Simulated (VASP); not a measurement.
NbVTe4:

```xyz
6
Lattice="3.7291 0.0000 0.0000 -1.8646 3.2295 0.0000 0.0000 0.0000 14.1055" Properties=species:S:1:pos:R:3 pbc="T T T"
Nb    0.0000    0.0000    0.0000
V     0.0000    0.0000    7.0528
Te    1.8646    1.0765   12.2988
Te    1.8646    1.0765    5.3192
Te    0.0000    2.1530    8.7863
Te    0.0000    2.1530    1.8067
```

The cell was built by a generator and needn't be a form met in nature.

| Quantity | Value |
| --- | --- |
| Program | VASP 6.6.1 |
| Task | relaxation of cell and atoms |
| Functional | PBE |
| Potentials or basis | VASP PAW PBE potentials, release 64 (Nb_sv, V_sv, Te) |
| Cutoff | 520 eV |
| k mesh | 4 × 4 × 1 |
| Occupations | gaussian, width 0.15 eV |
| Spin | collinear spin, ferromagnetic start |
| Starting moments | [0.0, 2.0, 0.0, 0.0, 0.0, 0.0] μB |

At the start: pressure -2.1 GPa; volume 28.31 Å³/atom.

Question: How do energy, volume and symmetry change on relaxing?

Answer: Over 15 steps the energy falls by 28.3 meV/atom and the volume is 27.47 Å³/atom (-3.0 %); space group P-3m1 (No. 164, to 0.05 Å); moment 0.04 μB per cell.

Step by step:
| step | energy change (eV) | largest force (eV/Å) | pressure (GPa) | volume (Å³) |
| --- | --- | --- | --- | --- |
| 1 | 0.0000 | 0.4803 | -2.14 | 169.87 |
| 2 | -0.1090 | 0.5685 | 1.51 | 160.68 |
| 3 | -0.1101 | 0.5404 | 1.23 | 161.32 |
| 4 | -0.1513 | 0.1896 | 0.13 | 161.96 |
| 5 | -0.1528 | 0.1635 | 0.34 | 161.87 |
| 6 | -0.1564 | 0.1555 | 0.02 | 163.14 |
| 7 | -0.1568 | 0.1722 | -0.42 | 164.74 |
| 8 | -0.1588 | 0.1475 | -0.35 | 164.93 |
| 9 | -0.1620 | 0.0729 | -0.39 | 165.48 |
| 10 | -0.1646 | 0.0504 | 0.17 | 164.93 |
| 11 | -0.1653 | 0.0785 | 0.42 | 164.47 |
| 12 | -0.1677 | 0.0369 | 0.40 | 164.61 |
| 13 | -0.1700 | 0.1073 | 0.20 | 165.04 |
| 14 | -0.1701 | 0.0991 | 0.18 | 165.00 |
| 15 | -0.1697 | 0.0629 | 0.29 | 164.81 |

Final structure:
```cif
data_structure
_symmetry_space_group_name_H-M 'P 1'
_symmetry_Int_Tables_number 1
_cell_length_a 3.6024
_cell_length_b 3.6024
_cell_length_c 14.6645
_cell_angle_alpha 90.000
_cell_angle_beta 90.000
_cell_angle_gamma 120.000
_cell_volume 164.81
loop_
_atom_site_label
_atom_site_type_symbol
_atom_site_fract_x
_atom_site_fract_y
_atom_site_fract_z
_atom_site_occupancy
Nb1 Nb 0.00000 0.00000 0.00000 1
V1 V 0.00000 0.00000 0.50000 1
Te1 Te 0.66667 0.33333 0.87142 1
Te2 Te 0.66667 0.33333 0.38228 1
Te3 Te 0.33333 0.66667 0.61772 1
Te4 Te 0.33333 0.66667 0.12858 1
```

Caveat: the k mesh is coarse (spacing up to 0.49 Å⁻¹), so the values aren't converged; this functional lacks dispersion, which binds the layers, so the pressure and a relaxed spacing across them are unreliable; the relaxation stopped at a loose force limit of 0.08 eV/Å, so its end isn't a converged minimum.
